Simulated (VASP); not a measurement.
These are LDA (Ceperley-Alder, Perdew-Zunger), VASP's LDA PAW potentials (set 64) (plane waves; VASP 6.6.1) values and carry that method's errors.

Input for VASP

**INCAR**
```
# general
SYSTEM=Mg
PREC  =Accurate
ENCUT =520
LREAL =.FALSE.
LASPH =.TRUE.

# electronic loop
EDIFF =1E-6
NELM  =100
ALGO  =Normal

# smearing
ISMEAR=1
SIGMA =0.1

# ions
IBRION=2
NSW   =60
ISIF  =3
EDIFFG=-0.01

# output
LWAVE =.FALSE.
LCHARG=.FALSE.
```

### POSCAR
```
Mg
1
    1.5719740124    -2.7227392831     0.0000000000
    1.5719740124     2.7227392831    -0.0000000000
    0.0000000000    -0.0000000000     5.0052750909
Mg
2
Direct
  0.3333330000   0.6666670000   0.2500000000
  0.6666670000   0.3333330000   0.7500000000
```

### KPOINTS
```
Automatic
0
G
  12 12 7
0 0 0
```

POTCAR, in this order: Mg (LDA.64 set). Program: vasp_std.

### Question
Predict the energy per atom (σ→0), band gap (on the k-mesh).

### Answer

- energy per atom (σ→0) = -1.812 eV/atom
- band gap (on the k-mesh) = none (metal, semimetal or under 0.01 eV)

**OSZICAR**
```
...
DAV:   4    -0.364395619484E+01   -0.79635E-04   -0.79623E-04  1350   0.154E-01
DAV:   5    -0.364395648070E+01   -0.28586E-06   -0.28569E-06  1236   0.628E-03    0.943E-01
DAV:   6    -0.363217742467E+01    0.11779E-01   -0.52270E-04  1182   0.193E-01    0.599E-01
DAV:   7    -0.362288598699E+01    0.92914E-02   -0.18324E-03  1032   0.354E-01    0.298E-02
DAV:   8    -0.362287735702E+01    0.86300E-05   -0.12764E-05  1476   0.272E-02    0.671E-03
DAV:   9    -0.362287626830E+01    0.10887E-05   -0.73857E-07   870   0.600E-03    0.613E-04
DAV:  10    -0.362287625372E+01    0.14577E-07   -0.13003E-08   714   0.896E-04
   1 F= -.36228763E+01 E0= -.36230218E+01  d E =-.362288E+01
```

The compound is Mg in the hcp structure. It was relaxed first, which changed the volume by -8 %. The start is the result of an earlier pass.
